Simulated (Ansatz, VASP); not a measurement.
**PtSe2 in two plane-wave programs**

Aim: how closely do two programs agree when they are given the same cell, functional and k mesh? The cell is taken from a series of runs on this material, whose earlier steps may have relaxed, scaled, displaced or heated it; both programs get it as it stands.

Main program and level: Ansatz 0.2.0; plane waves, with VASP 6.6.1 beside it; single point at PBE, spin-orbit coupling.

**1. Starting point**

The cell holds 6 atoms: 2 Pt and 4 Se. Cell: a = 3.722 Å, b = 3.722 Å, c = 39.000 Å, α = 90.0°, β = 90.0°, γ = 120.0°. It derives from Pt1Se2. Vacuum lies along c.

**2. Ansatz: single point, PBE, spin-orbit coupling**

Ansatz runs on its PAW fully relativistic soft_1 files.

With cell and atoms fixed, the geometry can't cause a difference; cores, projectors, grids and the points listed under the comparison can.

input.yaml reads:

```yaml
crystal:
  lattice:
    - [3.7216582853, 0.0, 0.0]
    - [-1.8608291427, 3.2230506193, 0.0]
    - [0.0, 0.0, 39.0]
  atoms:
    - { symbol: Pt, position: [0.0, 0.0, 0.4328692957] }
    - { symbol: Se, position: [0.3333333333, 0.6666666667, 0.4662805225] }
    - { symbol: Se, position: [0.6666666667, 0.3333333333, 0.3989890657] }
    - { symbol: Pt, position: [0.3333333333, 0.6666666667, 0.5671446757] }
    - { symbol: Se, position: [0.0, 0.0, 0.6010109343] }
    - { symbol: Se, position: [0.6666666667, 0.3333333333, 0.5335265406] }
  periodic: [true, true, false]
kpoints:
  mp_grid: { grid: [6, 6, 1] }
  band_path:
    path:
      - [0.0, 0.0, 0.0]
      - [0.5, 0.0, 0.0]
      - [0.3333333333, 0.3333333333, 0.0]
      - [0.0666666667, 0.0666666667, 0.0]
      - [0.25, 0.0, 0.0]
      - [0.2, 0.0, 0.0]
    npoints: 1
hamiltonian:
  xc: pbe
  pseudopotentials: { kind: paw_fr, azcp: { folder: soft_1 } }
scf:
  occupations: { method: fermi_dirac, width: 0.02 }
  n_extra_bands: 12
magnetization:
  noncollinear: true
  spin_orbit: true
output:
  eigenvalues: true
  forces: true
  stress: true
  write_density: true
  write_potential: true
  elf: true
  volumetric_format: npy
```

Launch:

```sh
$ ansatz run input.yaml --threads 3 --pin off --max-ram 92160MiB --backend cuda --events-out ev --progress --plain --runs-dir out --devices 1 --max-vram 13GiB
```

Numbers of over 12 decimals in the logs are rounded to 6 here.

The program printed:

```text
scf.n_extra_bands = 12 over 100 filled bands (N_el = 100.0): the run solves 112 bands
GPUs: using 1 of 1 available (devices: 1).
Engine: ansatz 0.2.0, x86_64-unknown-linux-gnu
Pseudopotentials: kind: paw_fr
Pseudopotential: Pt, paw, valence charge 18, recommended cutoff 420 eV (normal), soft_1/Pt.paw.azcp
Pseudopotential: Se, paw, valence charge 16, recommended cutoff 420 eV (normal), soft_1/Se.paw.azcp
Functional definition: PBE
  parameter kappa = 0.804
  parameter beta = 0.066725
  exchange = pbe_x(kappa = kappa, mu = beta*pi^2/3)
  correlation = pbe_c(beta = beta)
non-collinear run that drives no moment, with spin-orbit: no starting moment large enough to seed its density (crystal.atoms[].spin), no starting occupations that ask for one, no magnetisation constraint and no magnetic field, so the semilocal B_xc is pinned to zero
device memory: the entry about to start is reckoned to put 8.0 GiB on a device that reports 45.1 GiB free (of which the cap on the GPU budget leaves the run 13.0 GiB)
GPU FFT provider: cuFFT
GPU libraries: cuBLAS 13.8.2, cuFFT 12.4.0, cuSOLVER 12.3.4
Crystal: 6 atoms, lattice volume = 467.809 Å³
Basis set: ecut = 420 eV, 9215 PW (Γ), exchange–correlation on 50×50×540 points (8 copies of the dense FFT grid, shifted against one another)
Bands: 112, of which v1, the nominal top of the filled ones, is band 100 counted from 1 (99 counted from 0)
Symmetry: 6 space group operations + 6 with time reversal
Magnetic group: BNS 156.50 (UNI 1280), of the structure as read, at distance tolerance 7.8e-5 Å
k-points: 7 of 36 (time reversal used)
Projection manifold: j_resolved (fully-relativistic pseudo-atomic orbitals)
Non-local potential: Pt, projectors of the file, resolved by j, l = 0: 3, l = 1: 4, l = 2: 4, l = 3: 2
Non-local potential: Se, projectors of the file, resolved by j, l = 0: 2, l = 1: 4, l = 2: 6, l = 3: 2
PAW form: soft (Blöchl's): semilocal exchange-correlation on the pseudo side does not see the compensation charge
PAW one-centre angular grid: Pt, 590 points (default); XC on 64 Gauss nodes
PAW one-centre angular grid: Se, 590 points (default); XC on 96 Gauss nodes
Initial density: superposition of atomic densities (neutral atoms: chi_scale 0, normalization atom)
Initial wavefunctions: pseudopotential atomic-orbital guess
GPU buffer pool allocated for 168750 grid points (all kernels)
GPU transforms: local potential and band sums: pruned to the plane-wave sphere, on 25×25×270
Functional: x = pbe(κ = 0.804, μ = 0.219515), c = pbe(β = 0.066725)
SCF iter   1: F=—  HF=-46999.837751 eV  |F-HF|=—  |Δ(HF+E_count)|=         —  Δρ=4.28e-2  dr2=9.96e0  dr2_m=0.00e0 (ungated)  ethr=3.10e-3  |M|=0.00e0 ∫|m|=0.00e0 μB  |m|>n=0.0e0 m-floor=0.0e0 τ_xc=0.0e0  β_m=0.30  ⟨swp⟩=15.0  Hψ=5187  notcnv=0
preconditioner: auto → Resta (q_TF=auto, 2.110 Å⁻¹)  ε∞=3.0  [insulator: Δε(μ)=1.203 eV  Ē_g=8.088 eV  σ=0.020 eV  W_gap=1.00  n_scr=92 (ndim 8)  ℏωp=11.4 eV  f_vac=0.711  D(μ)=0.00/eV (n_scr^D=0)  ε∞_Penn≈3.0  vacuum switching on, ρ_ref=4.7e-3 e/Å³]
spin=Noncollinear: Resta preconditioning applied to the charge; magnetization (m_x, m_y, m_z) channels mix plain (no charge-response kernel on spin).
SCF iter   2: F=—  HF=-46998.110708 eV  |F-HF|=—  |Δ(HF+E_count)|=    1.73e0  Δρ=1.53e-2  dr2=4.88e-1  dr2_m=0.00e0 (ungated)  ethr=3.10e-3  |M|=0.00e0 ∫|m|=0.00e0 μB  |m|>n=0.0e0 m-floor=0.0e0 τ_xc=0.0e0  β_m=0.31  ⟨swp⟩=3.4  Hψ=1788  notcnv=0  defer=28
SCF iter   3: F=—  HF=-46998.062358 eV  |F-HF|=—  |Δ(HF+E_count)|=   4.84e-2  Δρ=1.07e-2  dr2=2.49e-1  dr2_m=0.00e0 (ungated)  ethr=4.88e-4  |M|=0.00e0 ∫|m|=0.00e0 μB  |m|>n=0.0e0 m-floor=0.0e0 τ_xc=0.0e0  β_m=0.65  ⟨swp⟩=2.1  Hψ=1162  notcnv=0  defer=28
SCF iter   4: F=—  HF=-46998.146648 eV  |F-HF|=—  |Δ(HF+E_count)|=   8.43e-2  Δρ=4.82e-3  dr2=2.18e0  dr2_m=0.00e0 (ungated)  ethr=2.49e-4  |M|=0.00e0 ∫|m|=0.00e0 μB  |m|>n=0.0e0 m-floor=0.0e0 τ_xc=0.0e0  β_m=0.43  ⟨swp⟩=4.1  Hψ=1418  notcnv=0  defer=28  recentre
SCF iter   5: F=—  HF=-46998.034742 eV  |F-HF|=—  |Δ(HF+E_count)|=   1.12e-1  Δρ=9.23e-4  dr2=2.11e-2  dr2_m=0.00e0 (ungated)  ethr=2.49e-4  |M|=0.00e0 ∫|m|=0.00e0 μB  |m|>n=0.0e0 m-floor=0.0e0 τ_xc=0.0e0  β_m=0.43  ⟨swp⟩=3.3  Hψ=1322  notcnv=0  defer=28
SCF iter   6: F=—  HF=-46998.033217 eV  |F-HF|=—  |Δ(HF+E_count)|=   1.53e-3  Δρ=5.36e-4  dr2=3.60e-3  dr2_m=0.00e0 (ungated)  ethr=2.11e-5  |M|=0.00e0 ∫|m|=0.00e0 μB  |m|>n=0.0e0 m-floor=0.0e0 τ_xc=0.0e0  β_m=0.48  ⟨swp⟩=3.0  Hψ=1326  notcnv=0  defer=28
SCF iter   7: F=—  HF=-46998.033871 eV  |F-HF|=—  |Δ(HF+E_count)|=   6.55e-4  Δρ=2.58e-4  dr2=4.72e-4  dr2_m=0.00e0 (ungated)  ethr=3.60e-6  |M|=0.00e0 ∫|m|=0.00e0 μB  |m|>n=0.0e0 m-floor=0.0e0 τ_xc=0.0e0  β_m=0.54  ⟨swp⟩=3.1  Hψ=1467  notcnv=0  defer=28
SCF iter   8: F=—  HF=-46998.033982 eV  |F-HF|=—  |Δ(HF+E_count)|=   1.11e-4  Δρ=1.18e-4  dr2=7.99e-5  dr2_m=0.00e0 (ungated)  ethr=4.72e-7  |M|=0.00e0 ∫|m|=0.00e0 μB  |m|>n=0.0e0 m-floor=0.0e0 τ_xc=0.0e0  β_m=0.63  ⟨swp⟩=3.0  Hψ=1218  notcnv=0  defer=28
[...]
greatest PAW one-centre occupation: 1.000 electrons in one spin orbital (limit 2), on the Pt atom at site 0 (counted from 0), in its partial waves of l = 0
device memory: the entry about to start is reckoned to put 5.2 GiB on a device that reports 45.6 GiB free (of which the cap on the GPU budget leaves the run 13.0 GiB)
NSCF: frozen V_eff on 6 k-points
WARN: The output density's exchange-correlation potential varies sharply where the density is thin. Do not read a vacuum level from v_tot or v_xc, or from such a field of the output density. On a cell that repeats whose density bears no net charge and no dipole along the vacuum's axis use v_es (v_loc + v_h of the components); under efield.dipole_correction with no amplitude use v_es + v_field, which holds any externa [...]
SCF converged after 13 iterations
Magnetization: |M| = 0.0000 μB,  M = (+0.0000, +0.0000, +0.0000) μB
Absolute magnetization: 0.0000 μB (∫|m|)
  site 0: m = (+0.0000, +0.0000, +0.0000) μB, |m| = 0.0000 μB  (R = 1.04 Å)
  site 1: m = (+0.0000, +0.0000, +0.0000) μB, |m| = 0.0000 μB  (R = 1.04 Å)
  site 2: m = (+0.0000, +0.0000, +0.0000) μB, |m| = 0.0000 μB  (R = 1.04 Å)
  site 3: m = (+0.0000, +0.0000, +0.0000) μB, |m| = 0.0000 μB  (R = 1.04 Å)
  site 4: m = (+0.0000, +0.0000, +0.0000) μB, |m| = 0.0000 μB  (R = 1.04 Å)
  site 5: m = (+0.0000, +0.0000, +0.0000) μB, |m| = 0.0000 μB  (R = 1.04 Å)
Free energy (F): -46998.033729 eV
Harris-Foulkes:  -46998.033729 eV  (|F-HF|=2.17e-8)
Internal energy: -46998.033729 eV  (E = F + TS)
E sigma→0 (E₀):  -46998.033729 eV
Fermi energy:    -4.692085 eV
--- Per-component energies (eV) ---
  E_band       = -3713.715897
  E_kinetic    = 1604.438406
  E_local      = -501780.494774  (includes V_loc(G=0)·N_el)
  E_nonlocal   = -989.509588
  E_hartree    = 249870.930264
  E_xc         = -794.449996
  E_vxc        = -890.981497  (∫ρ·V_xc dr)
  E_paw        = -27556.408611  (= ΣΔE_a)
  E_vpaw       = -1399.028017  (= ΣTr[D̂ρ^β])
  E_aug_tail   = 0.000339  (compensation charges beyond the density's cutoff)
  E_ewald      = 232647.460231
  E_smearing   = -0.000000  (= −TS)
  E_closure    = 0.000000  (closes the sum)
  Σ components = -46998.033729   (vs F -46998.033729, Δ=0.00e0)
--- Forces (eV/Å), atoms counted from 1 ---
  atom   1  Pt     0.00000000     0.00000000    -0.10356649
  atom   2  Se     0.00000000    -0.00000000    -0.04308104
  atom   3  Se    -0.00000000     0.00000000    -0.12418661
  atom   4  Pt     0.00000000     0.00000000     0.10240774
  atom   5  Se    -0.00000000    -0.00000000     0.12436938
  atom   6  Se     0.00000000    -0.00000000     0.04407729
  max |Σ_I F_I| component: 2.03e-5 eV/Å
--- 2D stress c σ (N/m, compression-positive) ---
        3.125705       0.000000       0.000000
        0.000000       3.125705       0.000000
        0.000000       0.000000       0.000000
  P = ½ c Tr σ = 3.1257 N/m
--- Band table (eV; the first three rows and the last of 7) ---
  k-point 0: bands = [... 96 lower, -5.4465, -5.4465, -5.2135, -5.2135, -2.9611, -2.9611, -2.9124, -2.9124, ... 8 higher]
  k-point 1: bands = [... 96 lower, -5.6338, -5.6210, -5.1194, -5.1021, -4.0639, -4.0236, -3.7468, -3.7158, ... 8 higher]
  k-point 2: bands = [... 96 lower, -6.3299, -6.2939, -5.9603, -5.9462, -4.1520, -4.1426, -3.4359, -3.4120, ... 8 higher]
  k-point 6: bands = [... 96 lower, -6.6041, -6.4714, -6.4478, -6.4290, -4.3092, -4.2583, -4.0109, -3.9829, ... 8 higher]
```

The column dr2 measures how far the density is from self-consistency, as an energy; F and HF (Harris–Foulkes) agree once it is small.

**3. VASP: single point, PBE, spin-orbit coupling**

The same cell, functional, mesh and smearing now go to VASP, with its own data sets.

Lines of VASP's logs that name or quote its potential files are left out, and so is its time.

INCAR reads:

```
SYSTEM = PtSe2
PREC = Accurate
ENCUT = 400
EDIFF = 1E-06
NELM = 200
ISMEAR = -1
SIGMA = 0.02
LREAL = .FALSE.
ALGO = Normal
GGA = PE
LNONCOLLINEAR = .TRUE.
MAGMOM = 0 0 0 0 0 0 0 0 0 0 0 0 0 0 0 0 0 0
NBANDS = 56
GGA_COMPAT = .FALSE.
LASPH = .TRUE.
LSORBIT = .TRUE.
LMAXMIX = 4
LORBIT = 11
LWAVE = .FALSE.
LCHARG = .FALSE.
ISIF = 2
LDIPOL = .TRUE.
IDIPOL = 3
DIPOL = 0.5 0.5 0.5
LVHAR = .TRUE.
EFERMI = MIDGAP
NELMDL = -8
KPAR = 2
```

POSCAR reads:

```
PtSe2
1.0
    3.7216582853      0.0000000000      0.0000000000
   -1.8608291427      3.2230506193      0.0000000000
    0.0000000000      0.0000000000     39.0000000000
Pt Se
2 4
Direct
    0.0000000000      0.0000000000      0.4328692957
    0.3333333333      0.6666666667      0.5671446757
    0.3333333333      0.6666666667      0.4662805225
    0.6666666667      0.3333333333      0.3989890657
    0.0000000000      0.0000000000      0.6010109343
    0.6666666667      0.3333333333      0.5335265406
```

KPOINTS reads:

```
Automatic mesh
0
Gamma
6 6 1
0 0 0
```

The projector-augmented-wave data sets are Pt and Se (PBE family, release 64).

Launch:

```sh
$ mpirun -np 2 vasp_ncl
```

The program printed:

```text
[banner, memory and clock lines left out]
running    2 mpi-ranks, on    1 nodes
 distrk:  each k-point on    1 cores,    2 groups
 distr:  one band on    1 cores,    1 groups

 POSCAR found type information on POSCAR PtSe
 POSCAR found :  2 types and       6 ions
 LDA part: xc-table for (Slater+PW92), standard interpolation
 POSCAR, INCAR and KPOINTS ok, starting setup
 FFT: planning ... GRIDC
 FFT: planning ... GRID_SOFT
 FFT: planning ... GRID
 WAVECAR not read
 entering main loop
       N       E                     dE             d eps       ncg     rms          rms(c)
DAV:   1     0.332335792974E+03    0.33234E+03   -0.13131E+04  1168   0.956E+02
DAV:   2     0.143822871755E+02   -0.31795E+03   -0.30406E+03  1640   0.205E+02
DAV:   3    -0.298016092449E+02   -0.44184E+02   -0.43542E+02  1368   0.839E+01
DAV:   4    -0.309929855562E+02   -0.11914E+01   -0.11740E+01  1384   0.154E+01
DAV:   5    -0.310236934441E+02   -0.30708E-01   -0.30681E-01  1360   0.238E+00
DAV:   6    -0.310246051949E+02   -0.91175E-03   -0.91167E-03  1424   0.427E-01
DAV:   7    -0.310246421502E+02   -0.36955E-04   -0.36942E-04  1464   0.809E-02
DAV:   8    -0.310246435533E+02   -0.14031E-05   -0.14029E-05  1328   0.144E-02    0.196E+01
DAV:   9    -0.297083871965E+02    0.13163E+01   -0.91060E+00  1208   0.255E+01    0.118E+01
DAV:  10    -0.294057527464E+02    0.30263E+00   -0.27373E+00  1176   0.144E+01    0.593E+00
DAV:  11    -0.293410074212E+02    0.64745E-01   -0.22695E-01  1272   0.334E+00    0.200E+00
DAV:  12    -0.293051390604E+02    0.35868E-01   -0.92376E-02  1232   0.278E+00    0.440E-01
DAV:  13    -0.293062982027E+02   -0.11591E-02   -0.26270E-02  1216   0.106E+00    0.260E-01
DAV:  14    -0.293062414549E+02    0.56748E-04   -0.41104E-03  1264   0.482E-01    0.188E-01
[...]
DAV:  20    -0.293062460631E+02   -0.13047E-04   -0.15650E-06   944   0.613E-03    0.206E-03
DAV:  21    -0.293062543198E+02   -0.82567E-05   -0.54830E-07   856   0.319E-03    0.128E-03
DAV:  22    -0.293062612644E+02   -0.69446E-05   -0.20473E-07   792   0.164E-03    0.852E-04
DAV:  23    -0.293062722856E+02   -0.11021E-04   -0.44451E-07   816   0.187E-03    0.615E-04
DAV:  24    -0.293062781335E+02   -0.58478E-05   -0.24717E-07   824   0.120E-03    0.535E-04
DAV:  25    -0.293062811761E+02   -0.30426E-05   -0.64780E-08   768   0.768E-04    0.358E-04
DAV:  26    -0.293062839201E+02   -0.27440E-05   -0.95234E-08   768   0.776E-04    0.124E-04
DAV:  27    -0.293062846118E+02   -0.69176E-06   -0.14773E-08   736   0.440E-04
   1 F= -.29306285E+02 E0= -.29306285E+02  d E =-.359063E-09  mag=    -0.0000     0.0000     0.0000
```

(Part 1 of 2 ends here.)

[Lines on the potential files, build, host, timing and source positions are cut from VASP's logs without a mark.]

[Logs are printed without paths, hosts, clocks, repeated set-up lines and the standing remarks that a program may print on its own settings, such as how far it seeks lower states.]

[Hosts, paths, dates, database ids (printed as entryN), source tags and the programs' standing remarks are cut or masked in the printed files.]
